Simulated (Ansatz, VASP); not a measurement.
# Mg (Magnesium) in two plane-wave programs, part 2 of 2

Aim: how closely do two programs agree when they are given the same cell, functional and k mesh? The cell is taken from a series of runs on this material, whose earlier steps may have relaxed, scaled, displaced or heated it; both programs get it as it stands.

VASP 6.6.1 and Ansatz 0.2.0.

So far: The starting structure; VASP: zone-centre phonons, PBEsol, pair 1; Ansatz: zone-centre phonons, PBEsol, pair 1; Side by side.

## (5) VASP: zone-centre phonons, PBEsol, pair 2

Level of this step: PBEsol; plane waves and PAW (Mg) (VASP).

Second derivatives magnify differences that forces hide, and they need a tight electronic threshold. The cell compared in this pair holds 45.24 Å³, against 44.98 Å³ for the pair before.

Contents of INCAR:

```
SYSTEM = Mg
PREC = Accurate
ENCUT = 600
EDIFF = 1E-08
NELM = 120
ISMEAR = 1
SIGMA = 0.2
LREAL = .FALSE.
ALGO = Normal
GGA = PS
NBANDS = 8
LORBIT = 11
LWAVE = .FALSE.
LCHARG = .FALSE.
ISIF = 2
IBRION = 8
LASPH = .TRUE.
GGA_COMPAT = .FALSE.
KPAR = 2
```

Contents of POSCAR:

```
Mg
1.0
    3.1841332846      0.0000000000      0.0000000000
   -1.5920666423      2.7575403135      0.0000000000
    0.0000000000      0.0000000000      5.1520814477
Mg
2
Direct
    0.3333333355      0.6666666645      0.2500000000
    0.6666666645      0.3333333355      0.7500000000
```

Contents of KPOINTS:

```
Automatic mesh
0
Gamma
15 15 8
0 0 0
```

Potentials, in the order of the species: Mg (PBE family, release 64).

Command:

```console
$ mpirun -np 2 vasp_std
```

Numbers of over 12 decimals in the logs are rounded to 6 here.

The program printed:

```text
[banner, memory and clock lines left out]
running    2 mpi-ranks, on    1 nodes
[...]
[... a notice as in an earlier step ...]

 LDA part: xc-table for (Slater+PW92), standard interpolation
 POSCAR, INCAR and KPOINTS ok, starting setup
[...]
entering main loop
       N       E                     dE             d eps       ncg     rms          rms(c)
DAV:   1    -0.734263046508E+00   -0.73426E+00   -0.13568E+03  2160   0.388E+02
DAV:   2    -0.345241343383E+01   -0.27182E+01   -0.26486E+01  2952   0.232E+01
DAV:   3    -0.346733781186E+01   -0.14924E-01   -0.14888E-01  2864   0.228E+00
DAV:   4    -0.346738093492E+01   -0.43123E-04   -0.43123E-04  3168   0.103E-01
[...]
DAV:   9    -0.344727433874E+01    0.30589E-06   -0.91053E-07  2400   0.453E-03    0.579E-04
DAV:  10    -0.344727420170E+01    0.13704E-06   -0.37048E-09  3352   0.371E-04    0.136E-04
DAV:  11    -0.344727419195E+01    0.97586E-08   -0.21283E-10  1544   0.125E-04
   1 F= -.34472742E+01 E0= -.34468569E+01  d E =-.125194E-02
[...]
RMM:   8    -0.128588924393E-02   -0.15932E-08    0.16456E-09 15020   0.336E-06    0.375E-07
 first order change of Fermi-energy   0.28310E-06
 force on displaced ion       1 direction 1 :  -0.728   0.000   0.000
 Linear response progress:
  Degree of freedom:   2/  2
       N       E                     dE             d eps       ncg     rms          rms(c)
RMM:   1    -0.123514367831E-01   -0.12351E-01   -0.64882E-02  6949   0.297E-01
RMM:   2    -0.406494397371E-02    0.82865E-02   -0.10396E-03  4739   0.413E-02    0.294E-02
RMM:   3    -0.395126862663E-02    0.11368E-03   -0.87185E-06  4772   0.135E-02    0.135E-02
RMM:   4    -0.398029969085E-02   -0.29031E-04   -0.39595E-06  4826   0.743E-03    0.521E-03
RMM:   5    -0.397910758332E-02    0.11921E-05   -0.23063E-07  4852   0.409E-03    0.276E-04
RMM:   6    -0.397942489841E-02   -0.31732E-06    0.14183E-06  5052   0.261E-04    0.154E-04
RMM:   7    -0.397979990310E-02   -0.37500E-06    0.23450E-07  4981   0.104E-04    0.557E-06
RMM:   8    -0.397985089687E-02   -0.50994E-07   -0.10909E-09  5232   0.129E-05    0.216E-06
RMM:   9    -0.397984573733E-02    0.51595E-08    0.36126E-08  4840   0.280E-06    0.722E-07
 first order change of Fermi-energy  -0.28761E-05
 force on displaced ion       1 direction 3 :   0.000   0.000  -2.786
 Linear response finished
```

Parts of OUTCAR (step 5):

```text
  Total       -0.0100976     -0.0100976     -0.1913506      0.0000000      0.0000000      0.0000000
  in kB       -0.3576277     -0.3576277     -6.7771106      0.0000000      0.0000000      0.0000000
  external PRESSURE =      -2.4974553 kB  Pullay stress =       0.0000000 kB

 POSITION                                       TOTAL-FORCE (eV/Angst)
 -----------------------------------------------------------------------------------
      0.00000      1.83836      1.28802         0.000000     -0.000000      0.000000
      1.59207      0.91918      3.86406        -0.000000      0.000000      0.000000
 -----------------------------------------------------------------------------------
    total drift:                                0.000000     -0.000000      0.000000

[... 1 part as in an earlier step ...]

[... 1 further part left out ...]
```

## (6) Ansatz: zone-centre phonons, PBEsol, pair 2

The same cell, functional, mesh and smearing now go to Ansatz, which takes its cutoff from its data sets.

The cell is taken from a series of runs on this material, whose earlier steps may have relaxed, scaled, displaced or heated it; both programs get it as it stands.

Contents of input.yaml:

```yaml
crystal:
  lattice:
    - [3.1841332846, 0.0, 0.0]
    - [-1.5920666423, 2.7575403135, 0.0]
    - [0.0, 0.0, 5.1520814477]
  atoms:
    - { symbol: Mg, position: [0.3333333355, 0.6666666645, 0.25] }
    - { symbol: Mg, position: [0.6666666645, 0.3333333355, 0.75] }
kpoints:
  mp_grid: { grid: [15, 15, 8] }
hamiltonian:
  xc: pbesol
  pseudopotentials: { kind: paw, azcp: { folder: soft_1 }, xc_functional: pbe }
scf:
  occupations: { method: methfessel_paxton, width: 0.2 }
output:
  eigenvalues: true
phonons:
  method: dfpt
```

Command:

```console
$ ansatz run input.yaml --threads 4 --pin off --max-ram 10240MiB --backend cpu --events-out ev --progress --plain --runs-dir out
```

The program printed:

```text
[...]
Crystal: 2 atoms, lattice volume = 45.237 Å³
Basis set: ecut = 420 eV, 881 PW (Γ), exchange–correlation on 48×48×72 points (8 copies of the dense FFT grid, shifted against one another)
Bands: 14, of which v1, the nominal top of the filled ones, is band 10 counted from 1 (9 counted from 0)
Symmetry: 24 space group operations
k-points: 320 of 1800 (irreducible under 4 space group operations, time reversal used)
[...]
k-point 1: bands = [... 6 lower, -36.8678, -36.8678, -1.2164, 2.9452, 5.6830, 16.7243, 16.7261, 16.7261]
  k-point 2: bands = [... 6 lower, -36.8684, -36.8684, -0.9497, 1.8417, 7.2452, 14.8184, 16.9264, 16.9264]
  k-point 319: bands = [... 6 lower, -36.8754, -36.8754, 3.2604, 3.2604, 8.1676, 8.1676, 9.6464, 9.6464]
[...]
ASR residual: 8.535e-5 → 0.000e0 eV/Å²; symmetrization residual: 1.031e-12 eV/Å²
  ASR residual per site (eV/Å²): 8.53e-5 8.53e-5
  Γ frequencies (cm⁻¹): 0.00 0.00 0.00 127.22 127.22 248.81
[...]
[key lines of the parts left out:]
SCF converged after 7 iterations
Free energy (F): -3824.104050 eV
Fermi energy:    5.680404 eV
```

## (7) Comparison

What differs besides the data sets and the points named for the pairs above, as far as they apply: the data sets hold 20 valence electrons in Ansatz (on its PAW soft_1 files) and 4 in VASP. Total energies have different zeros and are not compared.

Both answers:

| quantity | Ansatz | VASP | difference |
| --- | --- | --- | --- |
| optical mode 1 to 2 (cm⁻¹) | 127.2 | 127.7 | -0.36 % |
| optical mode 3 (cm⁻¹) | 248.8 | 249.7 | -0.35 % |

Modes are paired by rising frequency, not by their patterns, so a pair may set unlike modes beside each other; they are those without the splitting of longitudinal modes.

## (8) Outcome

| Quantity | Value |
| --- | --- |
| r.m.s. difference of the optical zone-centre modes, each program's sorted by frequency (zone-centre phonons, PBEsol, pair 1) | 0.65 cm⁻¹ |
| r.m.s. difference of the optical zone-centre modes, each program's sorted by frequency (zone-centre phonons, PBEsol, pair 2) | 0.63 cm⁻¹ |

What this shows: The r.m.s. difference of the optical zone-centre modes, each program's sorted by frequency is 0.65 cm⁻¹ (zone-centre phonons, PBEsol, pair 1). The data sets hold unlike numbers of valence electrons (20 in Ansatz and 4 in VASP), so part of the differences comes from the potentials. How closely two codes agree says nothing of how well the functional describes the real material.

[Lines on the potential files, build, host, timing and source positions are cut from VASP's logs without a mark.]

[Logs are printed without paths, hosts, clocks, repeated set-up lines and the standing remarks that a program may print on its own settings, such as how far it seeks lower states.]

[Hosts, paths, dates, database ids (printed as entryN), source tags and the programs' standing remarks are cut or masked in the printed files.]
